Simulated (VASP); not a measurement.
# Sc2InSb3 (I4/mmm) in VASP: relaxation of cell and atoms with PBE

Aim: the relaxation of cell and atoms of Sc2InSb3 with PBE.

Everything below comes from runs of VASP 6.6.1. Logs are shortened: lines on timing, memory, paths and dates and some standing lists are left out, and cuts for length are marked.

**1. The structure**

The structure is tetragonal, space group I4/mmm (No. 139). The conventional cell has a = 4.184 Å, b = 4.184 Å, c = 18.698 Å, α = 90.00°, β = 90.00°, γ = 90.00°. Sc (site symmetry 4mm) is surrounded by 6 Sb at 2.96 to 3.16 Å. In (site symmetry 4/mmm) is surrounded by 6 Sb at 2.96 to 3.20 Å. Sb (site symmetry 4mm) is surrounded by 5 Sc at 2.96 to 2.98 Å and 1 In at 3.20 Å. Sb (site symmetry 4/mmm) is surrounded by 4 In at 2.96 Å and 2 Sc at 3.16 Å.

The cell was built by a generator and needn't be a form met in nature.

**2. Relaxation of cell and atoms, PBE**

INCAR

```
SYSTEM = Sc2InSb3
PREC = Accurate ; ENCUT = 520
EDIFF = 1E-6 ; ISMEAR = 0
SIGMA = 0.1 ; LREAL = .FALSE.
LASPH = .TRUE. ; NELM = 120
ALGO = Normal ; ISIF = 3
LWAVE = .FALSE. ; LCHARG = .FALSE.
GGA = PE ; IBRION = 2
NSW = 90 ; EDIFFG = -0.01
KPAR = 4
```

KPOINTS

```
regular mesh
0
G
  10 10 10
  0 0 0
```

POSCAR

```
Sc2InSb3
1.0
   -2.0920000000      2.0920000000      9.3490000000
    2.0920000000     -2.0920000000      9.3490000000
    2.0920000000      2.0920000000     -9.3490000000
Sc In Sb
2 1 3
Direct
    0.6692694400      0.6692694400      0.0000000000
    0.3307305600      0.3307305600      0.0000000000
    0.0000000000      0.0000000000      0.0000000000
    0.8286982600      0.8286982600      0.0000000000
    0.1713017400      0.1713017400      0.0000000000
    0.5000000000      0.5000000000      0.0000000000
```

Potentials or basis: VASP PAW PBE potentials, release 64 (Sc_sv, In_d, Sb).

Run with:

```console
$ cat potpaw_PBE.64/Sc_sv/POTCAR potpaw_PBE.64/In_d/POTCAR potpaw_PBE.64/Sb/POTCAR > POTCAR
$ mpirun -np 4 vasp_std > vasp.out
```

OUTCAR:

```text
SYSTEM = Sc2InSb3
   PREC = Accurate
   ENCUT = 520
   EDIFF = 1E-6
   ISMEAR = 0
   LREAL = .FALSE.
   LASPH = .TRUE.
   NELM = 120
   ISIF = 3
   GGA = PE
   IBRION = 2
   NSW = 90
   EDIFFG = -0.01

 ion  position               nearest neighbor table
   1  0.669  0.669  0.000-   5 2.96   5 2.96   5 2.96   5 2.96   4 2.98   6 3.16
   2  0.331  0.331  0.000-   4 2.96   4 2.96   4 2.96   4 2.96   5 2.98   6 3.16
   3  0.000  0.000  0.000-   6 2.96   6 2.96   6 2.96   6 2.96   5 3.20   4 3.20
   4  0.829  0.829  0.000-   2 2.96   2 2.96   2 2.96   2 2.96   1 2.98   3 3.20
   5  0.171  0.171  0.000-   1 2.96   1 2.96   1 2.96   1 2.96   2 2.98   3 3.20
   6  0.500  0.500  0.000-   3 2.96   3 2.96   3 2.96   3 2.96   2 3.16   1 3.16

  LATTYP: Found a body centered tetragonal cell.
 ALAT       =     4.1840000000
 C/A-ratio  =     4.4689292543

  Lattice vectors:

 A1 = (  -2.0920000000,   2.0920000000,   9.3490000000)
 A2 = (   2.0920000000,  -2.0920000000,   9.3490000000)
 A3 = (   2.0920000000,   2.0920000000,  -9.3490000000)

Analysis of symmetry for initial positions (statically):
=====================================================================
 Subroutine PRICEL returns:
 Original cell was already a primitive cell.

 Routine SETGRP: Setting up the symmetry group for a
 body centered tetragonal supercell.

 Subroutine GETGRP returns: Found 16 space group operations
 (whereof 16 operations were pure point group operations)
 out of a pool of 16 trial point group operations.

The static configuration has the point symmetry D_4h.

Analysis of symmetry for dynamics (positions and initial velocities):
=====================================================================
 Subroutine PRICEL returns:
 Original cell was already a primitive cell.

 Routine SETGRP: Setting up the symmetry group for a
 body centered tetragonal supercell.

 Subroutine GETGRP returns: Found 16 space group operations
 (whereof 16 operations were pure point group operations)
 out of a pool of 16 trial point group operations.

The dynamic configuration has the point symmetry D_4h.

 Subroutine INISYM returns: Found 16 space group operations
 (whereof 16 operations are pure point group operations),
 and found     1 'primitive' translations

----------------------------------------------------------------------------------------

                                     Primitive cell

  volume of cell :     163.6622

  direct lattice vectors                    reciprocal lattice vectors
    -2.092000000  2.092000000  9.349000000     0.000000000  0.239005736  0.053481656
     2.092000000 -2.092000000  9.349000000     0.239005736  0.000000000  0.053481656
     2.092000000  2.092000000 -9.349000000     0.239005736  0.239005736  0.000000000

  length of vectors
     9.805953753  9.805953753  9.805953753     0.244916372  0.244916372  0.338005154

  position of ions in fractional coordinates (direct lattice)
     0.669269440  0.669269440  0.000000000
     0.330730560  0.330730560  0.000000000
     0.000000000  0.000000000  0.000000000
     0.828698260  0.828698260  0.000000000
     0.171301740  0.171301740  0.000000000
     0.500000000  0.500000000  0.000000000

  ion indices of the primitive-cell ions
   primitive index   ion index
                 1           1
                 2           2
                 3           3
                 4           4
                 5           5
                 6           6

----------------------------------------------------------------------------------------

 KPOINTS: regular mesh

Automatic generation of k-mesh.
 Grid dimensions read from file:
 generate k-points for:   10   10   10

 Generating k-lattice:

  Cartesian coordinates                     Fractional coordinates (reciprocal lattice)
     0.000000000  0.023900574  0.005348166     0.100000000  0.000000000  0.000000000
     0.023900574  0.000000000  0.005348166     0.000000000  0.100000000  0.000000000
     0.023900574  0.023900574  0.000000000     0.000000000  0.000000000  0.100000000

  Length of vectors
     0.024491637  0.024491637  0.033800515

  Shift w.r.t. Gamma in fractional coordinates (k-lattice)
     0.000000000  0.000000000  0.000000000

 Subroutine IBZKPT returns following result:
 ===========================================

 Found    102 irreducible k-points:

 Following reciprocal coordinates:
            Coordinates               Weight
  0.000000  0.000000  0.000000      1.000000
  0.100000  0.000000  0.000000      8.000000
  0.200000  0.000000  0.000000      8.000000
  0.300000  0.000000 -0.000000      8.000000
  0.400000  0.000000 -0.000000      8.000000
  0.500000  0.000000 -0.000000      4.000000
[... 16 lines left out ...]
  0.300000  0.300000  0.000000      8.000000
  0.400000  0.300000 -0.000000     16.000000
 [... further k-points ...]
   k-points           NKPTS =    102   k-points in BZ     NKDIM =    102   number of bands    NBANDS=     30
   number of dos      NEDOS =    301   number of ions     NIONS =      6
   total plane-waves  NPLWV = 512000
   dimension x,y,z NGX =    80 NGY =   80 NGZ =   80
   dimension x,y,z NGXF=   160 NGYF=  160 NGZF=  160
   ions per type =               2   1   3
   NGX,Y,Z   is equivalent  to a cutoff of  13.56, 13.56, 13.56 a.u.
   NGXF,Y,Z  is equivalent  to a cutoff of  27.13, 27.13, 27.13 a.u.
 SYSTEM =  Sc2InSb3
   PREC   = accura    normal or accurate (medium, high low for compatibility)
   ISTART =      0    job   : 0-new  1-cont  2-samecut
   ICHARG =      2    charge: 1-file 2-atom 10-const
   ISPIN  =      1    spin polarized calculation?
   LNONCOLLINEAR =      F non collinear calculations
   LSORBIT =      F    spin-orbit coupling
   LASPH  =      T    aspherical Exc in radial PAW
   ENCUT  =  520.0 eV  38.22 Ry    6.18 a.u.  18.23 18.23 18.23*2*pi/ulx,y,z
   NELM   =    120;   NELMIN=  2; NELMDL= -5     # of ELM steps
   EDIFF  = 0.1E-05   stopping-criterion for ELM
   LREAL  =      F    real-space projection
   EDIFFG = -.1E-01   stopping-criterion for IOM
   NSW    =     90    number of steps for IOM
   IBRION =      2    ionic relax: 0-MD 1-quasi-New 2-CG
   NFREE  =      1    steps in history (QN), initial steepest desc. (CG)
   ISIF   =      3    stress and relaxation
   ISYM   =      2    0-nonsym 1-usesym 2-fastsym
   POTIM  = 0.5000    time-step for ionic-motion
   TEBEG  =    0.0;   TEEND  =   0.0 temperature during run
   PSTRESS=    0.0 pullay stress
   NELECT =      50.0000    total number of electrons
   NUPDOWN=      -1.0000    fix difference up-down
   EMIN   =  10.00;   EMAX   =-10.00  energy-range for DOS
   EFERMI =   0.00;   METHOD = LEGACY
   ISMEAR =     0;   SIGMA  =   0.10  broadening in eV -4-tet -1-fermi 0-gaus
   EFERMI_NEDOS =   21; number of points for ismear=-14 and -15
   IALGO  =     38    algorithm
   IMIX   =      4    mixing-type and parameters
     AMIX     =   0.40;   BMIX     =  1.00
     AMIX_MAG =   1.60;   BMIX_MAG =  1.00
  volume/ion in A,a.u.               =      27.28       184.07
  Fermi-wavevector in a.u.,A,eV,Ry     =   1.102593  2.083599 16.540764  1.215712
  Thomas-Fermi vector in A             =   2.239038
   LORBIT       =      0    0 simple, 1 ext, 2 COOP (PROOUT), +10 PAW based schemes
   GGA     = PE    functional components
   LHFCALC =     F    Hartree Fock is set to
   AEXX    =    0.0000 exact exchange contribution
   IVDW    =     0    specifies the selected vdW correction
   LEPSILON=     F    determine dielectric tensor
   LRPA    =     F    only Hartree local field effects (RPA)
 conjugate gradient relaxation of ions
 non-spin polarized calculation
 Gauss-broadening in eV      SIGMA  =   0.10
  energy-cutoff  :      520.00
  volume of cell :      163.66
 maximum number of plane-waves:      4428
 NGX is ok and might be reduce to    80
   NGX = 37   NGY = 37   NGZ = 37

--------------------------------------- Ionic step        1  -------------------------------------------

 number of electron      50.0000001 magnetization

 Free energy of the ion-electron system (eV)
  ---------------------------------------------------
  ext. energy  EPLUGINS =         0.00000000
  ---------------------------------------------------
  free energy    TOTEN  =       -30.75600298 eV

  energy without entropy =      -30.74205053  energy(sigma->0) =      -30.74902676

------------------------ aborting loop because EDIFF is reached ----------------------------------------

  FORCE on cell =-STRESS in cart. coord.  units (eV):
  Direction    XX          YY          ZZ          XY          YZ          ZX
  --------------------------------------------------------------------------------------
  -------------------------------------------------------------------------------------
  Total       -0.0491369     -0.0491369     -0.4222940      0.0000000      0.0000000      0.0000000
  in kB       -0.4810271     -0.4810271     -4.1340619      0.0000000      0.0000000      0.0000000
  external PRESSURE =      -1.6987054 kB  Pullay stress =       0.0000000 kB
[... 101 lines left out ...]
  FREE ENERGIE OF THE ION-ELECTRON SYSTEM (eV)
  ---------------------------------------------------
  free  energy   TOTEN  =       -30.7571620973 eV

  energy  without entropy=      -30.7430124205  energy(sigma->0) =      -30.75008726

[... ionic steps 4 to 9 ...]

--------------------------------------- Ionic step       10  -------------------------------------------

 number of electron      50.0000000 magnetization

------------------------ aborting loop because EDIFF is reached ----------------------------------------
[... 75 lines left out ...]
--------------------------------------- Ionic step       12  -------------------------------------------

 number of electron      50.0000000 magnetization

 Free energy of the ion-electron system (eV)
  ---------------------------------------------------
  ext. energy  EPLUGINS =         0.00000000
  ---------------------------------------------------
  free energy    TOTEN  =       -30.75867912 eV

  energy without entropy =      -30.74448792  energy(sigma->0) =      -30.75158352

 E-fermi :   5.8843     XC(G=0):  -9.7869

 val. band max:        5.8842696143   @ k =  -0.1000   0.1000   0.1000
 cond. band min:       5.8854776492   @ k =   0.2000   0.1000  -0.0000
 fundamental gap:      0.0012080349
 Fermi energy:         5.8842956697

 k-point     1 :       0.0000    0.0000    0.0000
  band No.  band energies     occupation
      1     -43.9909      2.00000
      2     -43.9896      2.00000
      3     -22.6441      2.00000
      4     -22.6308      2.00000
      5     -22.5943      2.00000
      6     -22.5943      2.00000
[... 781 lines left out ...]
     29       7.7407      0.00000
     30       7.8821      0.00000

 [... further k-points ...]

------------------------ aborting loop because EDIFF is reached ----------------------------------------

  FORCE on cell =-STRESS in cart. coord.  units (eV):
  Direction    XX          YY          ZZ          XY          YZ          ZX
  --------------------------------------------------------------------------------------
  -------------------------------------------------------------------------------------
  Total        0.0111032      0.0111032     -0.0250714      0.0000000      0.0000000     -0.0000000
  in kB        0.1090837      0.1090837     -0.2463148      0.0000000      0.0000000     -0.0000000
  external PRESSURE =      -0.0093825 kB  Pullay stress =       0.0000000 kB
[... 21 lines left out ...]
  FREE ENERGIE OF THE ION-ELECTRON SYSTEM (eV)
  ---------------------------------------------------
  free  energy   TOTEN  =       -30.7586791212 eV

  energy  without entropy=      -30.7444879242  energy(sigma->0) =      -30.75158352

 reached required accuracy - stopping structural energy minimisation
```

Run time: 43 min. Hardware: 4 MPI ranks of Intel Xeon 6975P-C (Granite Rapids), shared host; peak memory 1.4 GiB.

Results:

- Free energy: -30.7587 eV
- Relaxed volume: 27.18 Å³/atom
- Relaxed cell: a = 9.774 Å, b = 9.774 Å, c = 9.774 Å, α = 155.28°, β = 155.28°, γ = 35.24°
- Space group after relaxing (to 0.05 Å): I4/mmm (No. 139)
- Energy gained by relaxing: 0.4 meV/atom
- Ionic steps: 12
- Pressure after relaxing: 0.0 GPa
- Largest force after relaxing: 0.008 eV/Å
- Band gap on the k mesh: none (metal or under the smearing width)

Forces on the atoms (eV/Å):
```
Sc   0.000  0.000  0.000
Sc   0.000  0.000  0.000
In   0.000  0.000  0.000
Sb   0.000  0.000 -0.008
Sb   0.000  0.000  0.008
Sb   0.000  0.000  0.000
```

The path:
```tsv
step	energy change (eV)	largest force (eV/Å)	pressure (GPa)	volume (Å³)
1	0.0000	0.0480	-0.17	163.66
2	-0.0011	0.0521	0.04	162.98
3	-0.0012	0.0539	0.09	162.81
4	-0.0016	0.0452	0.02	163.00
5	-0.0017	0.0349	-0.07	163.21
6	-0.0020	0.0255	-0.06	163.18
7	-0.0025	0.0190	-0.02	163.09
8	-0.0025	0.0199	-0.02	163.06
9	-0.0026	0.0201	-0.02	163.05
10	-0.0026	0.0158	0.02	162.99
11	-0.0026	0.0132	0.04	162.95
12	-0.0027	0.0083	0.00	163.08
```

Final structure:
```cif
data_structure
_symmetry_space_group_name_H-M 'P 1'
_symmetry_Int_Tables_number 1
_cell_length_a 9.7737
_cell_length_b 9.7737
_cell_length_c 9.7737
_cell_angle_alpha 155.280
_cell_angle_beta 155.280
_cell_angle_gamma 35.241
_cell_volume 163.08
loop_
_atom_site_label
_atom_site_type_symbol
_atom_site_fract_x
_atom_site_fract_y
_atom_site_fract_z
_atom_site_occupancy
Sc1 Sc 0.66797 0.66797 0.00000 1
Sc2 Sc 0.33203 0.33203 0.00000 1
In1 In 0.00000 0.00000 0.00000 1
Sb1 Sb 0.82794 0.82794 0.00000 1
Sb2 Sb 0.17206 0.17206 0.00000 1
Sb3 Sb 0.50000 0.50000 0.00000 1
```

The run has no spin-orbit coupling, so splittings on Sb are missing.
